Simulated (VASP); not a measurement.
An input for Ansatz (written as the equivalent of a VASP run, and not itself run):

Ansatz 0.2 input:
```yaml
crystal:
  lattice:
    - [2.0694480, 1.1947962, 6.7312971]
    - [-2.0694480, 1.1947962, 6.7312971]
    - [0.0000000, -2.3895924, 6.7312971]
  atoms:
    - { symbol: Zn, position: [0.6350025, 0.6350025, 0.6350025] }
    - { symbol: Sn, position: [0.1169687, 0.1169687, 0.1169687] }
    - { symbol: As, position: [0.9893067, 0.9893067, 0.9893067] }
    - { symbol: As, position: [0.5087020, 0.5087020, 0.5087020] }
kpoints:
  mp_grid: { grid: [10, 10, 10] }
hamiltonian:
  xc: pbesol
  pseudopotentials: { kind: paw }
scf:
  occupations: { method: tetrahedron }
  max_iter: 100
output: { forces: true, stress: true, eigenvalues: true }
```

Problem. Write the VASP files for the same calculation (PBEsol).

Solution. One answer among several that fit: 
**POSCAR**
```
ZnSnAs2
1
    2.0694479676     1.1947961986     6.7312970875
   -2.0694479676     1.1947961986     6.7312970875
    0.0000000000    -2.3895923972     6.7312970875
Zn Sn As
1 1 2
Direct
  0.6350025364   0.6350025364   0.6350025364
  0.1169687312   0.1169687312   0.1169687312
  0.9893067107   0.9893067107   0.9893067107
  0.5087020218   0.5087020218   0.5087020218
```

### KPOINTS
```
Automatic mesh
0
Gamma
10 10 10
0 0 0
```

INCAR:
```
SYSTEM = ZnSnAs2
PREC = Accurate; ENCUT = 400; LREAL = F
LASPH = T
EDIFF = 1E-7; NELM = 100; ALGO = Normal
LMAXMIX = 4
ISMEAR = -5
GGA = PS
ISIF = 2
LWAVE = F; LCHARG = T; LORBIT = 11
NEDOS = 601
LEFG = T
```

POTCAR, in this order: Zn Sn_d As (PBE.64 set). Program: vasp_std.

Limits of the translation: each code has its own PAW files, so the cut-off isn't converted (ENCUT is set for VASP's; basis.ecutwfc is left out, and Ansatz then takes the one that its files recommend); Ansatz stops its SCF on the density residual and VASP on the energy change (EDIFF); the field gradients of LEFG aren't asked of the other code.

The structure comes from a computed database's ZnSnAs2 entry (R3m); how it stands against other phases isn't given here. It was relaxed first, which changed the volume by -5 %.
